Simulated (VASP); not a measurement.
Given:

```xyz
2
Lattice="0.0000 2.7059 2.7059 2.7059 0.0000 2.7059 2.7059 2.7059 0.0000" Properties=species:S:1:pos:R:3 pbc="T T T"
In     0.0000     0.0000     0.0000
As     1.3529     1.3529     1.3529
```

All values below come from PBEsol GGA, VASP's PBE PAW potentials (set 64) (plane waves; VASP). Settings: 500 eV cut-off, 8×8×8 Γ-centred mesh, Gaussian smearing of 0.050 eV, potentials In_d As.

Unless said otherwise, spin-orbit coupling is left out, though it shifts the bands of the heavy elements here.

Task: What does the run give for the energy per atom (σ→0), pressure, band gap (on the k-mesh) with the smallest direct gap where there is one?

Result: 
| Property | Result |
|---|---|
| band gap (on the k-mesh) | 0.69 eV |
| smallest direct gap (on the k-mesh) | 1.32 eV |
| energy per atom (σ→0) | -3.391 eV/atom |
| pressure | 44.99 GPa |

Only differences to runs with the same potentials and settings are physical.

The structure was generated: InAs was put into the zinc blende type (F-43m), which need not be its known phase. It was relaxed first under an external pressure of 45 GPa.
